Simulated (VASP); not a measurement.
# CuRe3 (Pm-3m) in VASP: further runs, part 2 of 3

VASP 6.6.1. Earlier steps stand in the parts before.

### 4 Single point, PBE (species swapped into the TaCo3 type (Pm-3m, No. 221))

Input file INCAR:

```
SYSTEM = CuRe3
PREC = Accurate
ENCUT = 520
EDIFF = 1E-6
ISMEAR = 0
SIGMA = 0.1
LREAL = .FALSE.
LASPH = .TRUE.
NELM = 80
ALGO = Fast
ISIF = 2
LWAVE = .FALSE.
LCHARG = .TRUE.
GGA = PE
LELF = .TRUE.
LVHAR = .TRUE.
NBANDS = 24
```

Input file KPOINTS:

```
regular mesh
0
G
  4 4 4
  0 0 0
```

Input file POSCAR:

```
CuRe3
1.0
    3.8405442317      0.0000000000      0.0000000000
    0.0000000000      3.8405442317      0.0000000000
    0.0000000000      0.0000000000      3.8405442317
Cu Re
1 3
Direct
    0.0000000000      0.0000000000      0.0000000000
    0.0000000000      0.5000000000      0.5000000000
    0.5000000000      0.0000000000      0.5000000000
    0.5000000000      0.5000000000      0.0000000000
```

Potentials or basis: VASP PAW PBE potentials, release 64 (Cu, Re).

Command:

```
cat potpaw_PBE.64/Cu/POTCAR potpaw_PBE.64/Re/POTCAR > POTCAR
mpirun -np 1 vasp_std > vasp.out
```

OUTCAR:

```text
SYSTEM = CuRe3
   PREC = Accurate
   ENCUT = 520
   EDIFF = 1E-6
   ISMEAR = 0
   LREAL = .FALSE.
   LASPH = .TRUE.
   NELM = 80
   ISIF = 2
   GGA = PE

 ion  position               nearest neighbor table
   1  0.000  0.000  0.000-   2 2.72   3 2.72   4 2.72   2 2.72   3 2.72   2 2.72   4 2.72   2 2.72
                             3 2.72   4 2.72   3 2.72   4 2.72
   2  0.000  0.500  0.500-   1 2.72   3 2.72   4 2.72   1 2.72   4 2.72   1 2.72   3 2.72   1 2.72
                             3 2.72   4 2.72   4 2.72   3 2.72
   3  0.500  0.000  0.500-   1 2.72   2 2.72   4 2.72   1 2.72   4 2.72   2 2.72   4 2.72   4 2.72
                             1 2.72   2 2.72   1 2.72   2 2.72
   4  0.500  0.500  0.000-   1 2.72   2 2.72   3 2.72   2 2.72   3 2.72   1 2.72   3 2.72   3 2.72
                             1 2.72   2 2.72   2 2.72   1 2.72

  LATTYP: Found a simple cubic cell.
 ALAT       =     3.8405442317

  Lattice vectors:

 A1 = (   3.8405442317,   0.0000000000,   0.0000000000)
 A2 = (   0.0000000000,   3.8405442317,   0.0000000000)
 A3 = (   0.0000000000,   0.0000000000,   3.8405442317)

Analysis of symmetry for initial positions (statically):
=====================================================================
 Subroutine PRICEL returns:
 Original cell was already a primitive cell.
[... 166 lines left out ...]
 fundamental gap:      0.0490003057
 Fermi energy:         8.4249180375

 k-point     1 :       0.0000    0.0000    0.0000
  band No.  band energies     occupation
      1      -2.0204      2.00000
      2       0.8552      2.00000
      3       1.9566      2.00000
      4       1.9566      2.00000
      5       2.3548      2.00000
      6       2.3548      2.00000
[... 259 lines left out ...]
     23      12.0434      0.00000
     24      12.0436      0.00000

------------------------ aborting loop because EDIFF is reached ----------------------------------------

  FORCE on cell =-STRESS in cart. coord.  units (eV):
  Direction    XX          YY          ZZ          XY          YZ          ZX
  --------------------------------------------------------------------------------------
  -------------------------------------------------------------------------------------
  Total       -0.0944700     -0.0944700     -0.0944700      0.0000000     -0.0000000      0.0000000
  in kB       -2.6719381     -2.6719381     -2.6719381      0.0000000     -0.0000000      0.0000000
  external PRESSURE =      -2.6719381 kB  Pullay stress =       0.0000000 kB

 VOLUME and BASIS-vectors are now :
 -----------------------------------------------------------------------------
  energy-cutoff  :      520.00
  volume of cell :       56.65
      direct lattice vectors                 reciprocal lattice vectors
     3.840544232  0.000000000  0.000000000     0.260379764  0.000000000  0.000000000
     0.000000000  3.840544232  0.000000000     0.000000000  0.260379764  0.000000000
     0.000000000  0.000000000  3.840544232     0.000000000  0.000000000  0.260379764

 POSITION                                       TOTAL-FORCE (eV/Angst)
 -----------------------------------------------------------------------------------
      0.00000      0.00000      0.00000         0.000000      0.000000      0.000000
      0.00000      1.92027      1.92027         0.000000      0.000000      0.000000
      1.92027      0.00000      1.92027         0.000000      0.000000      0.000000
      1.92027      1.92027      0.00000         0.000000      0.000000      0.000000
 -----------------------------------------------------------------------------------
    total drift:                                0.000000      0.000000     -0.000000

  FREE ENERGIE OF THE ION-ELECTRON SYSTEM (eV)
  ---------------------------------------------------
  free  energy   TOTEN  =       -40.0193705566 eV

  energy  without entropy=      -40.0069200459  energy(sigma->0) =      -40.01314530
```

It took 33 s on 1 thread of Intel Xeon Platinum 8259CL at 2.50GHz (Skylake/Cascade Lake), shared host; peak memory 0.16 GiB.

Results:

```
Free energy            : -40.0194 eV
Pressure               : -0.3 GPa
Band gap on the k mesh : none (metal or under the smearing width)
```

Levels at points of the mesh, in eV from the Fermi level:
```
           k point  band 12  band 13  band 14  band 15  band 16  band 17  band 18  band 19  band 20  band 21
(0.00, 0.00, 0.00)    -2.45     0.52     0.52     0.52     1.69     1.69     1.69     2.04     2.04     3.61
(0.50, 0.00, 0.00)    -1.87    -1.87    -1.58    -1.57    -1.02    -0.07     0.01     0.01     0.15     2.16
(0.50, 0.50, 0.00)    -3.56    -3.56    -1.60    -1.60    -0.76    -0.76    -0.65     0.65     0.67     1.04
(0.50, 0.50, 0.50)    -2.52    -0.87    -0.87    -0.87    -0.04     0.15     0.15     0.15     1.27     1.27
```

Caveat: the k mesh is coarse (spacing up to 0.41 Å⁻¹), so the values aren't converged.

### 5 Relaxation of cell and atoms, PBE (species swapped into the TaCo3 type (Pm-3m, No. 221))

Input file INCAR:

```
SYSTEM = CuRe3
PREC = Accurate
ENCUT = 600
EDIFF = 1E-6
ISMEAR = 0
SIGMA = 0.1
LREAL = .FALSE.
LASPH = .TRUE.
NELM = 100
ALGO = Normal
ISIF = 3
LWAVE = .FALSE.
LCHARG = .FALSE.
GGA = PE
IBRION = 2
NSW = 90
EDIFFG = -0.04
```

KPOINTS is that of step 4.

Input file POSCAR:

```
CuRe3
1.0
    4.0236361700      0.0000000000      0.0000000000
    0.0000000000      4.0236361700      0.0000000000
    0.0000000000      0.0000000000      4.0236361700
Cu Re
1 3
Direct
    0.0000000000      0.0000000000      0.0000000000
    0.0000000000      0.5000000000      0.5000000000
    0.5000000000      0.0000000000      0.5000000000
    0.5000000000      0.5000000000      0.0000000000
```

Potentials or basis: VASP PAW PBE potentials, release 64 (Cu, Re).

Command:

```
cat potpaw_PBE.64/Cu/POTCAR potpaw_PBE.64/Re/POTCAR > POTCAR
mpirun -np 1 vasp_std > vasp.out
```

OUTCAR:

```text
SYSTEM = CuRe3
   PREC = Accurate
   ENCUT = 600
   EDIFF = 1E-6
   ISMEAR = 0
   LREAL = .FALSE.
   LASPH = .TRUE.
   NELM = 100
   ISIF = 3
   GGA = PE
   IBRION = 2
   NSW = 90
   EDIFFG = -0.04

 ion  position               nearest neighbor table
   1  0.000  0.000  0.000-   2 2.85   3 2.85   4 2.85   2 2.85   3 2.85   2 2.85   4 2.85   2 2.85
                             3 2.85   4 2.85   3 2.85   4 2.85
   2  0.000  0.500  0.500-   1 2.85   3 2.85   4 2.85   1 2.85   4 2.85   1 2.85   3 2.85   1 2.85
                             3 2.85   4 2.85   4 2.85   3 2.85
   3  0.500  0.000  0.500-   1 2.85   2 2.85   4 2.85   1 2.85   4 2.85   2 2.85   4 2.85   4 2.85
                             1 2.85   2 2.85   1 2.85   2 2.85
   4  0.500  0.500  0.000-   1 2.85   2 2.85   3 2.85   2 2.85   3 2.85   1 2.85   3 2.85   3 2.85
                             1 2.85   2 2.85   2 2.85   1 2.85

  LATTYP: Found a simple cubic cell.
 ALAT       =     4.0236361700

  Lattice vectors:

 A1 = (   4.0236361700,   0.0000000000,   0.0000000000)
 A2 = (   0.0000000000,   4.0236361700,   0.0000000000)
 A3 = (   0.0000000000,   0.0000000000,   4.0236361700)

Analysis of symmetry for initial positions (statically):
=====================================================================
 Subroutine PRICEL returns:
 Original cell was already a primitive cell.

 Routine SETGRP: Setting up the symmetry group for a
 simple cubic supercell.

 Subroutine GETGRP returns: Found 48 space group operations
 (whereof 48 operations were pure point group operations)
 out of a pool of 48 trial point group operations.

The static configuration has the point symmetry O_h .

Analysis of symmetry for dynamics (positions and initial velocities):
=====================================================================
 Subroutine PRICEL returns:
 Original cell was already a primitive cell.

 Routine SETGRP: Setting up the symmetry group for a
 simple cubic supercell.

 Subroutine GETGRP returns: Found 48 space group operations
 (whereof 48 operations were pure point group operations)
 out of a pool of 48 trial point group operations.

The dynamic configuration has the point symmetry O_h .
[... 115 lines left out ...]
   AEXX    =    0.0000 exact exchange contribution
   IVDW    =     0    specifies the selected vdW correction
   LEPSILON=     F    determine dielectric tensor
   LRPA    =     F    only Hartree local field effects (RPA)
 conjugate gradient relaxation of ions
 non-spin polarized calculation
 Gauss-broadening in eV      SIGMA  =   0.10
  energy-cutoff  :      600.00
  volume of cell :       65.14
 maximum number of plane-waves:      2192
   NGX = 17   NGY = 17   NGZ = 17

--------------------------------------- Ionic step        1  -------------------------------------------

 number of electron      32.0000003 magnetization

 Free energy of the ion-electron system (eV)
  ---------------------------------------------------
  ext. energy  EPLUGINS =         0.00000000
  ---------------------------------------------------
  free energy    TOTEN  =       -39.05925160 eV

  energy without entropy =      -39.04522693  energy(sigma->0) =      -39.05223927

------------------------ aborting loop because EDIFF is reached ----------------------------------------

  FORCE on cell =-STRESS in cart. coord.  units (eV):
  Direction    XX          YY          ZZ          XY          YZ          ZX
  --------------------------------------------------------------------------------------
  -------------------------------------------------------------------------------------
  Total      -12.9321638    -12.9321638    -12.9321638     -0.0000000     -0.0000000      0.0000000
  in kB     -318.0721666   -318.0721666   -318.0721666     -0.0000000     -0.0000000      0.0000000
  external PRESSURE =    -318.0721666 kB  Pullay stress =       0.0000000 kB
[... 25 lines left out ...]
--------------------------------------- Ionic step        2  -------------------------------------------

 number of electron      31.9999993 magnetization

 E-fermi :  14.1727     XC(G=0): -15.6237

 val. band max:       14.1422801610   @ k =   0.5000   0.0000   0.0000
 cond. band min:      14.3437488823   @ k =   0.2500   0.2500   0.0000
 fundamental gap:      0.2014687212
 Fermi energy:        14.1727094349

 k-point     1 :       0.0000    0.0000    0.0000
  band No.  band energies     occupation
      1       0.6899      2.00000
      2       1.9164      2.00000
      3       3.7973      2.00000
      4       3.7973      2.00000
      5       4.2546      2.00000
      6       4.2546      2.00000
[... 332 lines left out ...]
--------------------------------------- Ionic step        5  -------------------------------------------

 number of electron      31.9999989 magnetization

 Free energy of the ion-electron system (eV)
  ---------------------------------------------------
  ext. energy  EPLUGINS =         0.00000000
  ---------------------------------------------------
  free energy    TOTEN  =       -40.02408248 eV

  energy without entropy =      -40.01163673  energy(sigma->0) =      -40.01785961

 E-fermi :   8.4310     XC(G=0): -13.4682

 val. band max:        8.3885828980   @ k =   0.5000   0.5000   0.5000
 cond. band min:       8.4376318896   @ k =   0.5000   0.0000   0.0000
 fundamental gap:      0.0490489916
 Fermi energy:         8.4309991272

 k-point     1 :       0.0000    0.0000    0.0000
  band No.  band energies     occupation
      1      -2.0184      2.00000
      2       0.8562      2.00000
      3       1.9585      2.00000
      4       1.9585      2.00000
      5       2.3569      2.00000
      6       2.3569      2.00000
[... 250 lines left out ...]
  FREE ENERGIE OF THE ION-ELECTRON SYSTEM (eV)
  ---------------------------------------------------
  free  energy   TOTEN  =       -40.0240824824 eV

  energy  without entropy=      -40.0116367306  energy(sigma->0) =      -40.01785961

 reached required accuracy - stopping structural energy minimisation
```

OSZICAR:

```text
N       E                     dE             d eps       ncg     rms          rms(c)
DAV:   1     0.231825058181E+03    0.23183E+03   -0.15557E+04   656   0.230E+03
DAV:   2    -0.887724844703E+01   -0.24070E+03   -0.23169E+03   752   0.812E+02
DAV:   3    -0.368946451924E+02   -0.28017E+02   -0.24287E+02   740   0.341E+02
[... 82 lines left out ...]
DAV:   5    -0.400241000980E+02    0.25643E-03   -0.15553E-03   736   0.157E+00    0.824E-02
DAV:   6    -0.400240818755E+02    0.18222E-04   -0.26048E-04   792   0.375E-01    0.207E-02
DAV:   7    -0.400240838221E+02   -0.19466E-05   -0.27568E-05   696   0.827E-02    0.688E-03
DAV:   8    -0.400240824181E+02    0.14041E-05   -0.26804E-06   360   0.641E-02    0.322E-03
DAV:   9    -0.400240824824E+02   -0.64345E-07   -0.63588E-07   280   0.245E-02
   5 F= -.40024082E+02 E0= -.40017860E+02  d E =-.964831E+00
```

CONTCAR:

```text
CuRe3
   1.00000000000000
     3.8400314035825036   -0.0000000000000000    0.0000000000000000
    -0.0000000000000000    3.8400314035825036    0.0000000000000000
     0.0000000000000000   -0.0000000000000000    3.8400314035825036
  Cu              Re
     1     3
Direct
     0.0000000000000000    0.0000000000000000    0.0000000000000000
     0.0000000000000000    0.5000000000000000    0.5000000000000000
     0.5000000000000000    0.0000000000000000    0.5000000000000000
     0.5000000000000000    0.5000000000000000    0.0000000000000000

  0.00000000E+00  0.00000000E+00  0.00000000E+00
  0.00000000E+00  0.00000000E+00  0.00000000E+00
  0.00000000E+00  0.00000000E+00  0.00000000E+00
  0.00000000E+00  0.00000000E+00  0.00000000E+00
```

Wall time 1.8 min (1 thread of Intel Xeon Platinum 8259CL at 2.50GHz (Skylake/Cascade Lake), shared host); peak memory 0.19 GiB.

What came out:

- Free energy: -40.0241 eV
- Relaxed volume: 14.16 Å³/atom
- Relaxed cell: a = 3.840 Å, b = 3.840 Å, c = 3.840 Å, α = 90.00°, β = 90.00°, γ = 90.00°
- Space group after relaxing (to 0.05 Å): Pm-3m (No. 221)
- Energy gained by relaxing: 241.2 meV/atom
- Ionic steps: 5
- Pressure after relaxing: 0.1 GPa
- Band gap on the k mesh: none (metal or under the smearing width)

Step by step:
| step | energy change (eV) | largest force (eV/Å) | pressure (GPa) | volume (Å³) |
| --- | --- | --- | --- | --- |
| 1 | 0.0000 | 0.0000 | -31.81 | 65.14 |
| 2 | 9.4019 | 0.0000 | 265.10 | 39.17 |
| 3 | -0.9429 | 0.0000 | -6.05 | 57.78 |
| 4 | -0.9612 | 0.0000 | -2.53 | 57.10 |
| 5 | -0.9648 | 0.0000 | 0.09 | 56.62 |

Final structure:
```
Cu Re
1.0
     3.84003    0.00000    0.00000
     0.00000    3.84003    0.00000
     0.00000    0.00000    3.84003
Cu Re
1 3
Direct
  0.00000 0.00000 0.00000
  0.00000 0.50000 0.50000
  0.50000 0.00000 0.50000
  0.50000 0.50000 0.00000
```

Caveat: the k mesh is coarse (spacing up to 0.39 Å⁻¹), so the values aren't converged. The run has no spin-orbit coupling, so splittings on Re are missing.

(Continued in part 3 of 3.)
